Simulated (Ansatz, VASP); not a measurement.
**Two plane-wave programs on ReS**

```
Re S
1.0
     0.00000    2.59204    2.59204
     2.59204    0.00000    2.59204
     2.59204    2.59204    0.00000
Re S
1 1
Direct
  0.00000 0.00000 0.00000
  0.25000 0.25000 0.25000
```

Alike in both runs: functional PBEsol; k mesh 14 × 14 × 14; occupations gaussian, width 0.1 eV; no spin polarisation.

Ansatz relaxed the structure, and its values are those at the end. VASP's run is a single point on that final structure, the one shown.

```csv
,VASP,Ansatz
version,VASP 6.6.1,Ansatz 0.2.0
potentials or method,"VASP PAW PBE potentials, release 64 (Re, S)","scalar-relativistic, plane waves, PAW"
plane-wave cutoff (eV),520,420
valence electrons in the cell,13,21
```

Ansatz gave:

```
gap on the k mesh at the Fermi level (eV) : none
pressure (GPa)                            : 0.0
```

Task: Which values does VASP return?

Result: gap on the k mesh at the Fermi level (eV): none; pressure (GPa): 2.0.

A gap of «none» marks a metal or a gap that the smearing closes. The two sets of potentials don't hold the same shells in valence.

Caveats: the PAW data sets were made with another functional, which shifts forces and pressure a little (VASP). The runs have no spin-orbit coupling, so splittings on Re are missing.
